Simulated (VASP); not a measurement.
VASP input:

INCAR:
```
# general
SYSTEM   =  NaI
PREC     =  Accurate
ENCUT    =  300
LREAL    =  .False.
LASPH    =  .True.

# electronic loop
EDIFF    =  1E-6
NELM     =  100
ALGO     =  Normal
LMAXMIX  =  4

# smearing
ISMEAR   =  0
SIGMA    =  0.02

# functional
GGA      =  PE

# ions
ISIF     =  2

# output
LWAVE    =  .False.
LCHARG   =  .False.
```

File POSCAR:
```
NaI
1
    0.0000000000     3.2363580000     3.2363580000
    3.2363580000     0.0000000000     3.2363580000
    3.2363580000     3.2363580000     0.0000000000
Na I
1 1
Direct
  0.0000000000   0.0000000000   0.0000000000
  0.5000000000   0.5000000000   0.5000000000
```

**KPOINTS**
```
K-points
0
Gamma
 6 6 6
0 0 0
```

POTCAR, in this order: Na_pv I (PBE.64 set). Program: vasp_std.

Q: Write an equivalent input for Ansatz.

A: One equivalent input (not run):
Ansatz 0.2 input:
```yaml
crystal:
  lattice:
    - [0.0000000, 3.2363580, 3.2363580]
    - [3.2363580, 0.0000000, 3.2363580]
    - [3.2363580, 3.2363580, 0.0000000]
  atoms:
    - { symbol: Na, position: [0.0000000, 0.0000000, 0.0000000] }
    - { symbol: I, position: [0.5000000, 0.5000000, 0.5000000] }
kpoints:
  mp_grid: { grid: [6, 6, 6] }
hamiltonian:
  xc: pbe
  pseudopotentials: { kind: paw }
scf:
  occupations: { method: gaussian, width: 0.02 }
  max_iter: 100
output: { forces: true, stress: true, eigenvalues: true }
```
What does not carry over: each code has its own PAW files, so the cut-off isn't converted (ENCUT is set for VASP's; basis.ecutwfc is left out, and Ansatz then takes the one that its files recommend); Ansatz stops its SCF on the density residual and VASP on the energy change (EDIFF).

The structure comes from a computed database's NaI entry; how it stands against other phases isn't given here. The cell was not relaxed at this level.
